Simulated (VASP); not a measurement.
VASP input:

### POSCAR
```
PbS
3.0286630
  0.0000000000   0.9999999906   0.9999999906
  0.9999999906   0.0000000000   0.9999999906
  0.9999999906   0.9999999906   0.0000000000
Pb S
1 1
direct
  0.0000000000   0.0000000000   0.0000000000
  0.5000000000   0.5000000000   0.5000000000
```

INCAR:
```
# general
SYSTEM   =  PbS
PREC     =  Accurate
ENCUT    =  520
LREAL    =  .False.   # projection in real space or not
LASPH    =  .True.

# electronic loop
EDIFF    =  1E-7   # SCF stop (eV)
NELM     =  100
ALGO     =  Normal   # blocked Davidson
LMAXMIX  =  4

# smearing
ISMEAR   =  -5   # tetrahedra, Bloechl

# functional
GGA      =  RE

# ions
ISIF     =  2

# output
LWAVE    =  .False.
LCHARG   =  .True.
LORBIT   =  11   # lm-projected
NEDOS    =  601   # DOS grid
```

### KPOINTS
```
Automatic mesh
0
Gamma
9 9 9
0 0 0
```

POTCAR, in this order: Pb_d S (PBE.64 set). Program: vasp_std.

Task: Translate this revPBE calculation to Ansatz.

Result: One equivalent input (not run):
Ansatz 0.2 input:
```yaml
crystal:
  lattice:
    - [0.0000000, 3.0286630, 3.0286630]
    - [3.0286630, 0.0000000, 3.0286630]
    - [3.0286630, 3.0286630, 0.0000000]
  atoms:
    - { symbol: Pb, position: [0.0000000, 0.0000000, 0.0000000] }
    - { symbol: S, position: [0.5000000, 0.5000000, 0.5000000] }
kpoints:
  mp_grid: { grid: [9, 9, 9] }
hamiltonian:
  xc: revpbe
  pseudopotentials: { kind: paw }
scf:
  occupations: { method: tetrahedron }
  max_iter: 100
output: { forces: true, stress: true, eigenvalues: true }
```
Limits of the translation: each code has its own PAW files, so the cut-off isn't converted (ENCUT is set for VASP's; basis.ecutwfc is left out, and Ansatz then takes the one that its files recommend); Ansatz stops its SCF on the density residual and VASP on the energy change (EDIFF).

The compound is PbS in the rock salt structure. It was relaxed first, which changed the volume by +6 %.
